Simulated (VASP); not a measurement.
# Interstitial Li in TaSi2, part 5 of 5

Wanted: what interstitial Li costs in TaSi2 and how the lattice relaxes round it. The start is a cell from a database of measured crystal structures.

VASP 6.6.1, plane waves and PAW; the level of theory is named at each step.

So far. Step 7 (Relaxing the defect): The run ended after 12 ionic steps, 3.146 eV below its first step, once the forces on the free atoms met EDIFFG = -0.03. Step 7 (Relaxing the defect): Li hardly moves from its start, within the 2 symmetry operations kept, and its nearest atoms are 4 Si at 2.06 Å.

The database entry behind the starting cell has ideal inner coordinates that were not refined, so it need not match the best structure at ambient conditions.

### 9. Defect, bad settings

This step: SCAN; plane waves and PAW (Ta, Si, Li) (VASP 6.6.1).

As a lesson, the run is repeated with a fault in its input.

Input file INCAR:

```
SYSTEM = LiTa12Si24
PREC = Normal
ENCUT = 80
EDIFF = 1E-05
NELM = 51
ISMEAR = 1
SIGMA = 0.2
LREAL = Auto
ALGO = Normal
METAGGA = SCAN
LASPH = .TRUE.
NBANDS = 104
LORBIT = 11
LWAVE = .FALSE.
LCHARG = .FALSE.
KPAR = 4
ISYM = 0
```

Input file POSCAR:

```
LiTa12Si24
1.0
   -7.1410466652      4.1228852144      6.5431459319
    7.1410466652     -4.1228852144      6.5431459319
    2.3803488884      4.1228852144     -6.5431459319
Ta Si Li
12 24 1
Direct
    0.3348447872      0.0848447872      0.2500000000
    0.8322826468      0.5822826468      0.2500000000
    0.8323972388      0.0823972388      0.7500000000
    0.3337898630      0.5837898630      0.7500000000
    0.6646242500      0.6648646342      0.4972249111
    0.1619440831      0.1647134857      0.4935015391
    0.1712119466      0.6684425440      0.0064984609
    0.6676397231      0.1673993389      0.0027750889
    0.2460847620      0.5011411154      0.2481730609
    0.7529680545      0.9979117012      0.2518269391
    0.7521149156      0.5000126080      0.7500876944
    0.2499249136      0.0020272212      0.7499123056
    0.1526324460      0.2411582553      0.2359280279
    0.6615963503      0.7392739446      0.2357203706
    0.6635033663      0.2430798377      0.7406501999
    0.1777315574      0.7544276581      0.7545252867
    0.8780427129      0.5220388031      0.5409731088
    0.3382542127      0.9959541449      0.4992987266
    0.3353355147      0.4966089071      0.9995350324
    0.8328408338      0.9924638305      0.9944778867
    0.5924947778      0.6723873425      0.7630665728
    0.0872685855      0.1679730239      0.7557695256
    0.0903967454      0.6723806938      0.2637573233
    0.5960538117      0.1474261074      0.2675916429
    0.4999023714      0.4232062707      0.7454747133
    0.0024296378      0.9228531664      0.7593498001
    0.0035535741      0.4258759797      0.2642796294
    0.5052302274      0.9167044180      0.2640719721
    0.4979859438      0.8383629471      0.5055221133
    0.9970738747      0.3358004823      0.5004649676
    0.9966554182      0.8389554860      0.0007012734
    0.4810656943      0.3370696041      0.9590268912
    0.3798344645      0.3284621688      0.2324083571
    0.9086233705      0.8266394221      0.2362426767
    0.9122034983      0.3314990599      0.7442304744
    0.4093207698      0.8294282051      0.7369334272
    0.5834763864      0.3334763864      0.2500000000
```

Input file KPOINTS:

```
Automatic mesh
0
Monkhorst-Pack
5 5 5
0 0 0
```

The projector-augmented-wave data sets are Ta, Si and Li (PBE family, release 64).

Launch:

```console
$ mpirun -np 4 vasp_std
```

Output:

```text
[... set-up lines as in an earlier step ...]
 entering main loop
       N       E                     dE             d eps       ncg     rms          rms(c)
DAV:   1    -0.960224458663E+03   -0.96022E+03   -0.16655E+04 13104   0.272E+02
DAV:   2    -0.118419758429E+04   -0.22397E+03   -0.21307E+03 16608   0.871E+01
DAV:   3    -0.119330896395E+04   -0.91114E+01   -0.89419E+01 15808   0.166E+01
DAV:   4    -0.119341124660E+04   -0.10228E+00   -0.10183E+00 15896   0.161E+00
DAV:   5    -0.119341282218E+04   -0.15756E-02   -0.15739E-02 15576   0.168E-01    0.181E+02
DAV:   6    -0.111750916706E+04    0.75904E+02   -0.10475E+02 14496   0.185E+01    0.126E+02
DAV:   7    -0.111037424804E+04    0.71349E+01   -0.38969E+01 15848   0.116E+01    0.164E+01
DAV:   8    -0.110936461396E+04    0.10096E+01   -0.49360E+00 14808   0.409E+00    0.533E+00
DAV:   9    -0.110931560602E+04    0.49008E-01   -0.45297E-01 15752   0.136E+00    0.150E+00
DAV:  10    -0.110931345279E+04    0.21532E-02   -0.28094E-02 15816   0.384E-01    0.505E-01
DAV:  11    -0.110931219633E+04    0.12565E-02   -0.53570E-03 16056   0.147E-01    0.128E-01
DAV:  12    -0.110931206452E+04    0.13181E-03   -0.62420E-04 16192   0.509E-02    0.541E-02
DAV:  13    -0.110931206000E+04    0.45164E-05   -0.58475E-05 15312   0.170E-02
   1 F= -.11093121E+04 E0= -.11093170E+04  d E =0.148704E-01
```

Run time: 2.3 min. Hardware: 4 MPI ranks of Intel Xeon 6975P-C (Granite Rapids), shared host; peak memory 1.1 GiB; 9.1 min of CPU time.

From OUTCAR (step 9):

```text
   k-points           NKPTS =     63   k-points in BZ     NKDIM =     63   number of bands    NBANDS=    104

   ENCUT  =   80.0 eV   5.88 Ry    2.42 a.u.   7.68  7.68  5.90*2*pi/ulx,y,z

   NELECT =     157.0000    total number of electrons

 E-fermi :  11.2815

 k-point     1 :       0.0000    0.0000    0.0000
  band No.  band energies     occupation
    ...
     76      10.6335      2.00005
     77      10.6895      2.00023
     78      10.7871      2.00263
     79      10.9842      2.05650
     80      11.1823      1.73537
     81      11.6392     -0.02973
     82      11.8216     -0.00090
     83      12.2564     -0.00000
     84      12.5970     -0.00000
     85      12.6633     -0.00000
    ...

  Total     -130.0795081   -124.5096157   -140.6143005     -4.9686998     -0.1601626     -0.1354274
  in kB     -405.6962701   -388.3247054   -438.5525289    -15.4965451     -0.4995204     -0.4223754
  external PRESSURE =    -410.8578348 kB  Pullay stress =       0.0000000 kB

 POSITION                                       TOTAL-FORCE (eV/Angst)
 -----------------------------------------------------------------------------------
     -1.19017      2.06144      1.11030        -0.004948      0.005074     -0.071749
     -1.19017      2.06144      7.61992        -0.001554     -0.003305      0.063536
     -3.57052      6.18433      1.07827         0.004824      0.004647     -0.052660
      3.57052      2.06144      1.09650        -0.001396      0.005661      0.102633
      1.18529      2.04901      5.44562         0.044488     -0.110372     -0.069317
      1.19448      2.02323     -1.09168        -0.163262      0.014120      0.199006
      3.56622     -2.02323      5.45146         0.150193     -0.014537      0.200064
     -3.56563      2.07388      5.44562        -0.057637      0.111788     -0.069011
      2.41211     -0.02838      3.26538        -0.074433      0.132470     -0.060725
      2.34859      0.02838      9.80852         0.066438     -0.151012     -0.072268
     -0.01480      4.13191      3.28492         0.040591      0.105810     -0.091796
      0.01480      4.11386     -3.25823        -0.052629     -0.110952     -0.089621
      1.19376      0.60772      1.03292        -0.063617     -0.066911     -0.031180
      1.11580      0.65159      7.62375        -0.055419     -0.010901     -0.007076
     -1.23926      4.78697      1.08572        -0.099654     -0.039874     -0.051443
      5.91425      0.73317      1.16228        -0.080181     -0.037860      0.011177
     -1.25454      3.69813      5.62127         0.107920     -0.257319      0.035872
      5.88517     -0.65307      5.46294        -0.009736      0.008100      0.012174
      3.53090      3.45606     -1.09657        -0.058793      0.064808     -0.015113
      3.50708      3.44201      5.43622        -0.011245      0.014746     -0.081837
      2.38688      2.81665      3.28345        -0.029114      0.041712      0.090529
      2.37531      2.78322     -3.27503        -0.004116      0.044271     -0.004323
      4.78381     -1.31201      3.26516        -0.072393      0.049984      0.041509
     -2.56671      2.95289      3.11381         0.191150     -0.190314      0.095145
[...]
-----------------------------------------------------------------------------------
    total drift:                                0.199513      0.023227      0.052995

  FREE ENERGIE OF THE ION-ELECTRON SYSTEM (eV)
  ---------------------------------------------------
  free  energy   TOTEN  =     -1109.3120600044 eV

  energy  without entropy=    -1109.3269304062  energy(sigma->0) =    -1109.31701680

[... 12 further parts left out ...]
```

The fault in the input: cutoff far too low. The run ended without an error; the comparison shows what it cost.

This is a single point on the relaxed geometry, 1487.7 meV an atom from the last step of the relaxation.

### 10. Summary of results

| Item | Value |
| --- | --- |
| formation energy at charge 0 | 2.852 eV |
| host formation enthalpy | -0.408 eV/atom |

Interstitial Li costs 2.85 eV at the one site run, which need not be the lowest, with every exchanged atom at the energy of its element. Li hardly moves from its start, within the 2 symmetry operations kept, and its nearest atoms are 4 Si at 2.06 Å. With metallic smearing the value can move by tenths of an eV with the k mesh. The supercell of 36 atoms is small, so interactions between images remain.

[Lines on the potential files, build, host, timing and source positions are cut from VASP's logs without a mark.]

[Logs are printed without paths, hosts, clocks, repeated set-up lines and the standing remarks that a program may print on its own settings, such as how far it seeks lower states.]

[Hosts, paths, dates, database ids (printed as entryN), source tags and the programs' standing remarks are cut or masked in the printed files.]

[In band tables of VASP the shares of atoms and orbitals are scaled to a sum of 1 inside the atoms' spheres.]

[Runs that stopped without an error message from VASP are left out.]
